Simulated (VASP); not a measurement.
# Ge7Au (P-43m) in VASP: a series of runs

The runs below take Ge7Au through band structure, with LDA, PBE.

Everything below comes from runs of VASP 6.6.1. Logs are shortened: lines on timing, memory, paths and dates and some standing lists are left out, and cuts for length are marked.

### 1 Starting point

It takes space group P-43m (No. 215, cubic). Conventional cell: a = 5.798 Å, b = 5.798 Å, c = 5.798 Å, α = 90.00°, β = 90.00°, γ = 90.00°. Around Ge (site symmetry 3m) lie 3 Ge at 2.51 Å and 1 Au at 2.52 Å. Ge (site symmetry -42m) is surrounded by 4 Ge at 2.51 Å. Around Au (site symmetry -43m) lie 4 Ge at 2.52 Å.

The cell was built by a generator and needn't be a form met in nature.

### 2 Band structure, LDA

The input, POSCAR:

```
Ge7Au
1.0
    5.7979500000      0.0000000000      0.0000000000
    0.0000000000      5.7979500000      0.0000000000
    0.0000000000      0.0000000000      5.7979500000
Ge Au
7 1
Direct
    0.2510200000      0.2510200000      0.2510200000
    0.0000000000      0.5000000000      0.5000000000
    0.5000000000      0.5000000000      0.0000000000
    0.5000000000      0.0000000000      0.5000000000
    0.7489800000      0.2510200000      0.7489800000
    0.7489800000      0.7489800000      0.2510200000
    0.2510200000      0.7489800000      0.7489800000
    0.0000000000      0.0000000000      0.0000000000
```

The input, INCAR.step1:

```
PREC = Accurate ; ENCUT = 520
EDIFF = 1E-6 ; ISMEAR = -1
SIGMA = 0.05 ; LREAL = False
LASPH = True ; NELM = 60
ALGO = Normal ; ISIF = 2
LWAVE = False ; LCHARG = True
LMAXMIX = 4 ; GGA = CA
```

The input, KPOINTS.step1:

```
regular mesh
0
Gamma
  4 4 4
```

The input, INCAR.step2:

```
PREC = Accurate ; ENCUT = 520
EDIFF = 1E-6 ; ISMEAR = 0
SIGMA = 0.05 ; LREAL = False
LASPH = True ; NELM = 60
ALGO = Normal ; ISIF = 2
LWAVE = False ; LCHARG = False
LMAXMIX = 4 ; GGA = CA
ICHARG = 11
```

The input, KPOINTS.step2:

```
path GXMGRX,MR
20
line-mode
reciprocal
 0.0000000000  0.0000000000  0.0000000000  G
 0.0000000000  0.5000000000  0.0000000000  X

 0.0000000000  0.5000000000  0.0000000000  X
 0.5000000000  0.5000000000  0.0000000000  M

 0.5000000000  0.5000000000  0.0000000000  M
 0.0000000000  0.0000000000  0.0000000000  G

 0.0000000000  0.0000000000  0.0000000000  G
 0.5000000000  0.5000000000  0.5000000000  R

 0.5000000000  0.5000000000  0.5000000000  R
 0.0000000000  0.5000000000  0.0000000000  X

 0.5000000000  0.5000000000  0.0000000000  M
 0.5000000000  0.5000000000  0.5000000000  R
```

Potentials or basis: VASP PAW LDA potentials, release 64 (Ge_d, Au).

Run with:

```console
$ cat potpaw_LDA.64/Ge_d/POTCAR potpaw_LDA.64/Au/POTCAR > POTCAR
$ cp INCAR.step1 INCAR
$ cp KPOINTS.step1 KPOINTS
$ mpirun -np 1 vasp_std > vasp.out
$ cp INCAR.step2 INCAR
$ cp KPOINTS.step2 KPOINTS
$ mpirun -np 1 vasp_std > vasp.out
```

OUTCAR:

```text
PREC = Accurate
   ENCUT = 520
   EDIFF = 1E-6
   ISMEAR = 0
   LREAL = False
   LASPH = True
   NELM = 60
   ISIF = 2
   GGA = CA
   ICHARG = 11

 ion  position               nearest neighbor table
   1  0.251  0.251  0.251-   2 2.51   3 2.51   4 2.51   8 2.52
   2  0.000  0.500  0.500-   1 2.51   5 2.51   6 2.51   7 2.51
   3  0.500  0.500  0.000-   1 2.51   5 2.51   6 2.51   7 2.51
   4  0.500  0.000  0.500-   1 2.51   5 2.51   6 2.51   7 2.51
   5  0.749  0.251  0.749-   2 2.51   3 2.51   4 2.51   8 2.52
   6  0.749  0.749  0.251-   2 2.51   3 2.51   4 2.51   8 2.52
   7  0.251  0.749  0.749-   2 2.51   3 2.51   4 2.51   8 2.52
   8  0.000  0.000  0.000-   1 2.52   5 2.52   6 2.52   7 2.52

  LATTYP: Found a simple cubic cell.
 ALAT       =     5.7979500000

  Lattice vectors:

 A1 = (   5.7979500000,   0.0000000000,   0.0000000000)
 A2 = (   0.0000000000,   5.7979500000,   0.0000000000)
 A3 = (   0.0000000000,   0.0000000000,   5.7979500000)

Analysis of symmetry for initial positions (statically):
=====================================================================
 Subroutine PRICEL returns:
 Original cell was already a primitive cell.

 Routine SETGRP: Setting up the symmetry group for a
 simple cubic supercell.

 Subroutine GETGRP returns: Found 24 space group operations
 (whereof 24 operations were pure point group operations)
 out of a pool of 48 trial point group operations.

The static configuration has the point symmetry T_d .

Analysis of symmetry for dynamics (positions and initial velocities):
=====================================================================
 Subroutine PRICEL returns:
 Original cell was already a primitive cell.

 Routine SETGRP: Setting up the symmetry group for a
 simple cubic supercell.

 Subroutine GETGRP returns: Found 24 space group operations
 (whereof 24 operations were pure point group operations)
 out of a pool of 48 trial point group operations.

The dynamic configuration has the point symmetry T_d .

 Subroutine INISYM returns: Found 24 space group operations
 (whereof 24 operations are pure point group operations),
 and found     1 'primitive' translations

----------------------------------------------------------------------------------------

                                     Primitive cell

  volume of cell :     194.9052

  direct lattice vectors                    reciprocal lattice vectors
     5.797950000  0.000000000  0.000000000     0.172474754  0.000000000  0.000000000
     0.000000000  5.797950000  0.000000000     0.000000000  0.172474754  0.000000000
     0.000000000  0.000000000  5.797950000     0.000000000  0.000000000  0.172474754

  length of vectors
     5.797950000  5.797950000  5.797950000     0.172474754  0.172474754  0.172474754

  position of ions in fractional coordinates (direct lattice)
     0.251020000  0.251020000  0.251020000
     0.000000000  0.500000000  0.500000000
     0.500000000  0.500000000  0.000000000
     0.500000000  0.000000000  0.500000000
     0.748980000  0.251020000  0.748980000
     0.748980000  0.748980000  0.251020000
     0.251020000  0.748980000  0.748980000
     0.000000000  0.000000000  0.000000000

  ion indices of the primitive-cell ions
   primitive index   ion index
                 1           1
                 2           2
                 3           3
                 4           4
                 5           5
                 6           6
                 7           7
                 8           8

----------------------------------------------------------------------------------------

 KPOINTS: path GXMGRX,MR

Interpolating k-points between supplied coordinates.

 Line segments in fractional coordinates (reciprocal lattice):
    0.000000  0.000000  0.000000  ...  0.000000  0.500000  0.000000
    0.000000  0.500000  0.000000  ...  0.500000  0.500000  0.000000
    0.500000  0.500000  0.000000  ...  0.000000  0.000000  0.000000
    0.000000  0.000000  0.000000  ...  0.500000  0.500000  0.500000
    0.500000  0.500000  0.500000  ...  0.000000  0.500000  0.000000
    0.500000  0.500000  0.000000  ...  0.500000  0.500000  0.500000

 Generated    20 points on each line segment, for a total of    120 k-points:

 Following reciprocal coordinates:
            Coordinates               Weight
  0.000000  0.000000  0.000000      0.008333
  0.000000  0.026316  0.000000      0.008333
  0.000000  0.052632  0.000000      0.008333
  0.000000  0.078947  0.000000      0.008333
  0.000000  0.105263  0.000000      0.008333
  0.000000  0.131579  0.000000      0.008333
[... 16 lines left out ...]
  0.052632  0.500000  0.000000      0.008333
  0.078947  0.500000  0.000000      0.008333
 [... further k-points ...]
   k-points           NKPTS =    120   k-points in BZ     NKDIM =    120   number of bands    NBANDS=     65
   number of dos      NEDOS =    301   number of ions     NIONS =      8
   total plane-waves  NPLWV = 110592
   dimension x,y,z NGX =    48 NGY =   48 NGZ =   48
   dimension x,y,z NGXF=    96 NGYF=   96 NGZF=   96
   ions per type =               7   1
   NGX,Y,Z   is equivalent  to a cutoff of  13.76, 13.76, 13.76 a.u.
   NGXF,Y,Z  is equivalent  to a cutoff of  27.53, 27.53, 27.53 a.u.
 SYSTEM =  unknown system
   PREC   = accura    normal or accurate (medium, high low for compatibility)
   ISTART =      0    job   : 0-new  1-cont  2-samecut
   ICHARG =     11    charge: 1-file 2-atom 10-const
   ISPIN  =      1    spin polarized calculation?
   LNONCOLLINEAR =      F non collinear calculations
   LSORBIT =      F    spin-orbit coupling
   LASPH  =      T    aspherical Exc in radial PAW
   ENCUT  =  520.0 eV  38.22 Ry    6.18 a.u.  10.78 10.78 10.78*2*pi/ulx,y,z
   NELM   =     60;   NELMIN=  2; NELMDL=  0     # of ELM steps
   EDIFF  = 0.1E-05   stopping-criterion for ELM
   LREAL  =      F    real-space projection
   EDIFFG = 0.1E-04   stopping-criterion for IOM
   NSW    =      0    number of steps for IOM
   IBRION =     -1    ionic relax: 0-MD 1-quasi-New 2-CG
   NFREE  =      0    steps in history (QN), initial steepest desc. (CG)
   ISIF   =      2    stress and relaxation
   ISYM   =      2    0-nonsym 1-usesym 2-fastsym
   POTIM  = 0.5000    time-step for ionic-motion
   TEBEG  =    0.0;   TEEND  =   0.0 temperature during run
   PSTRESS=    0.0 pullay stress
   NELECT =     109.0000    total number of electrons
   NUPDOWN=      -1.0000    fix difference up-down
   EMIN   =  10.00;   EMAX   =-10.00  energy-range for DOS
   EFERMI =   0.00;   METHOD = LEGACY
   ISMEAR =     0;   SIGMA  =   0.05  broadening in eV -4-tet -1-fermi 0-gaus
   EFERMI_NEDOS =   21; number of points for ismear=-14 and -15
   IALGO  =     38    algorithm
   IMIX   =      4    mixing-type and parameters
     AMIX     =   0.40;   BMIX     =  1.00
     AMIX_MAG =   1.60;   BMIX_MAG =  1.00
  volume/ion in A,a.u.               =      24.36       164.41
  Fermi-wavevector in a.u.,A,eV,Ry     =   1.348784  2.548833 24.751982  1.819219
  Thomas-Fermi vector in A             =   2.476425
   LORBIT       =      0    0 simple, 1 ext, 2 COOP (PROOUT), +10 PAW based schemes
   GGA     = CA    functional components
   LHFCALC =     F    Hartree Fock is set to
   AEXX    =    0.0000 exact exchange contribution
   IVDW    =     0    specifies the selected vdW correction
   LEPSILON=     F    determine dielectric tensor
   LRPA    =     F    only Hartree local field effects (RPA)
 non-spin polarized calculation
 Gauss-broadening in eV      SIGMA  =   0.05
  energy-cutoff  :      520.00
  volume of cell :      194.91
 maximum number of plane-waves:      5276
 NGX is ok and might be reduce to    48

 number of electron     109.0000095 magnetization

 Free energy of the ion-electron system (eV)
  ---------------------------------------------------
  ext. energy  EPLUGINS =         0.00000000
  ---------------------------------------------------
  free energy    TOTEN  =       -38.61807211 eV

  energy without entropy =      -38.61549653  energy(sigma->0) =      -38.61678432

 E-fermi :   4.1831     XC(G=0): -10.0610

 val. band max:        4.1830582684   @ k =   0.3684   0.5000   0.3684
 cond. band min:       4.1832666954   @ k =   0.5000   0.5000   0.3421
 fundamental gap:      0.0002084270
 Fermi energy:         4.1830904441

 k-point     1 :       0.0000    0.0000    0.0000
  band No.  band energies     occupation
      1     -20.7678      2.00000
      2     -20.7678      2.00000
      3     -20.7678      2.00000
      4     -20.7568      2.00000
      5     -20.7568      2.00000
      6     -20.7568      2.00000
[... 57 lines left out ...]
     64       7.6808      0.00000
     65       7.6808      0.00000

 k-point     2 :       0.0000    0.0263    0.0000
  band No.  band energies     occupation
      1     -20.7678      2.00000
      2     -20.7678      2.00000
      3     -20.7678      2.00000
      4     -20.7569      2.00000
      5     -20.7569      2.00000
      6     -20.7569      2.00000
[... 57 lines left out ...]
     64       7.6747      0.00000
     65       7.7004      0.00000

 k-point     3 :       0.0000    0.0526    0.0000
  band No.  band energies     occupation
      1     -20.7680      2.00000
      2     -20.7679      2.00000
      3     -20.7679      2.00000
      4     -20.7573      2.00000
      5     -20.7569      2.00000
      6     -20.7569      2.00000
[... 1417 lines left out ...]
     64       9.0482      0.00000
     65       9.1262      0.00000

 k-point    24 :       0.0789    0.5000    0.0000
  band No.  band energies     occupation
      1     -20.7756      2.00000
      2     -20.7728      2.00000
      3     -20.7716      2.00000
      4     -20.7679      2.00000
      5     -20.7583      2.00000
      6     -20.7575      2.00000
[... 57 lines left out ...]
     64       9.0373      0.00000
     65       9.1186      0.00000

 [... further k-points ...]
[... 5 lines left out ...]
  --------------------------------------------------------------------------------------
  -------------------------------------------------------------------------------------
  Total        0.0858114      0.0858114      0.0858114     -0.0000000      0.0000000     -0.0000000
  in kB        0.7053947      0.7053947      0.7053947     -0.0000000      0.0000000     -0.0000000
  external PRESSURE =       0.7053947 kB  Pullay stress =       0.0000000 kB

 VOLUME and BASIS-vectors are now :
 -----------------------------------------------------------------------------
  energy-cutoff  :      520.00
  volume of cell :      194.91
      direct lattice vectors                 reciprocal lattice vectors
     5.797950000  0.000000000  0.000000000     0.172474754  0.000000000  0.000000000
     0.000000000  5.797950000  0.000000000     0.000000000  0.172474754  0.000000000
     0.000000000  0.000000000  5.797950000     0.000000000  0.000000000  0.172474754

 POSITION                                       TOTAL-FORCE (eV/Angst)
 -----------------------------------------------------------------------------------
      1.45540      1.45540      1.45540         0.049727      0.049727      0.049727
      0.00000      2.89898      2.89898         0.000000      0.000000      0.000000
      2.89898      2.89898      0.00000         0.000000      0.000000      0.000000
      2.89898      0.00000      2.89898         0.000000      0.000000      0.000000
      4.34255      1.45540      4.34255        -0.049727      0.049727     -0.049727
      4.34255      4.34255      1.45540        -0.049727     -0.049727      0.049727
      1.45540      4.34255      4.34255         0.049727     -0.049727     -0.049727
      0.00000      0.00000      0.00000         0.000000      0.000000      0.000000
 -----------------------------------------------------------------------------------
    total drift:                                0.000000      0.000000     -0.000000

  FREE ENERGIE OF THE ION-ELECTRON SYSTEM (eV)
  ---------------------------------------------------
  free  energy   TOTEN  =       -38.6180721061 eV

  energy  without entropy=      -38.6154965312  energy(sigma->0) =      -38.61678432
```

Run time: 13 min. Hardware: 1 thread of Intel Xeon Platinum 8488C (Sapphire Rapids), shared host; peak memory 1 GiB.

What came out:

| Property | Result |
| --- | --- |
| Band gap along the path | none (metal or under the smearing width) |

Levels at the corners of the path, in eV from the Fermi level:
```tsv
point	band 51	band 52	band 53	band 54	band 55	band 56	band 57	band 58
Γ	-1.63	-1.63	-1.63	0.16	1.61	1.61	1.61	1.75
X	-2.51	-1.83	-1.32	-1.32	-0.03	-0.03	1.64	2.15
X	-2.51	-1.83	-1.32	-1.32	-0.03	-0.03	1.64	2.15
M	-2.47	-1.80	-1.08	-0.73	0.52	0.52	2.12	2.12
M	-2.47	-1.80	-1.08	-0.73	0.52	0.52	2.12	2.12
Γ	-1.63	-1.63	-1.63	0.16	1.61	1.61	1.61	1.75
Γ	-1.63	-1.63	-1.63	0.16	1.61	1.61	1.61	1.75
R	-0.96	-0.84	-0.84	0.61	0.61	0.61	1.15	1.15
R	-0.96	-0.84	-0.84	0.61	0.61	0.61	1.15	1.15
X	-2.51	-1.83	-1.32	-1.32	-0.03	-0.03	1.64	2.15
M	-2.47	-1.80	-1.08	-0.73	0.52	0.52	2.12	2.12
R	-0.96	-0.84	-0.84	0.61	0.61	0.61	1.15	1.15
```

Caveat: the log is that of the step along the path at fixed density, whose energy, stress, charges and moments have no meaning; spin-orbit coupling is left out, which moves the levels of the heavy elements.

### 3 Band structure, PBE

POSCAR is that of step 2.

INCAR.step1: that of step 2 with these lines changed.

```diff
@@ -6,2 +6,2 @@
 LWAVE = False ; LCHARG = True
-LMAXMIX = 4 ; GGA = CA
+LMAXMIX = 4 ; GGA = PE
```

KPOINTS.step1 is that of step 2.

INCAR.step2: that of step 2 with these lines changed.

```diff
@@ -6,3 +6,3 @@
 LWAVE = False ; LCHARG = False
-LMAXMIX = 4 ; GGA = CA
+LMAXMIX = 4 ; GGA = PE
 ICHARG = 11
```

KPOINTS.step2 is that of step 2.

Potentials or basis: VASP PAW PBE potentials, release 64 (Ge_d, Au).

Run with:

```console
$ cat potpaw_PBE.64/Ge_d/POTCAR potpaw_PBE.64/Au/POTCAR > POTCAR
$ cp INCAR.step1 INCAR
$ cp KPOINTS.step1 KPOINTS
$ mpirun -np 1 vasp_std > vasp.out
$ cp INCAR.step2 INCAR
$ cp KPOINTS.step2 KPOINTS
$ mpirun -np 1 vasp_std > vasp.out
```

It took 12 min on 1 thread of Intel Xeon Platinum 8488C (Sapphire Rapids), shared host; peak memory 1.1 GiB.

It converged, with:

```
Band gap along the path : none (metal or under the smearing width)
```

Levels at the corners of the path, in eV from the Fermi level:
```
point  band 51  band 52  band 53  band 54  band 55  band 56  band 57  band 58
    Γ    -1.66    -1.66    -1.66     0.25     1.63     1.63     1.63     1.75
    X    -2.54    -1.80    -1.36    -1.36    -0.03    -0.03     1.66     2.18
    X    -2.54    -1.80    -1.36    -1.36    -0.03    -0.03     1.66     2.18
    M    -2.50    -1.79    -1.13    -0.77     0.52     0.52     2.16     2.16
    M    -2.50    -1.79    -1.13    -0.77     0.52     0.52     2.16     2.16
    Γ    -1.66    -1.66    -1.66     0.25     1.63     1.63     1.63     1.75
    Γ    -1.66    -1.66    -1.66     0.25     1.63     1.63     1.63     1.75
    R    -1.00    -0.88    -0.88     0.68     0.68     0.68     1.15     1.15
    R    -1.00    -0.88    -0.88     0.68     0.68     0.68     1.15     1.15
    X    -2.54    -1.80    -1.36    -1.36    -0.03    -0.03     1.66     2.18
    M    -2.50    -1.79    -1.13    -0.77     0.52     0.52     2.16     2.16
    R    -1.00    -0.88    -0.88     0.68     0.68     0.68     1.15     1.15
```

Caveat: the log is that of the step along the path at fixed density, whose energy, stress, charges and moments have no meaning; spin-orbit coupling is left out, which moves the levels of the heavy elements.
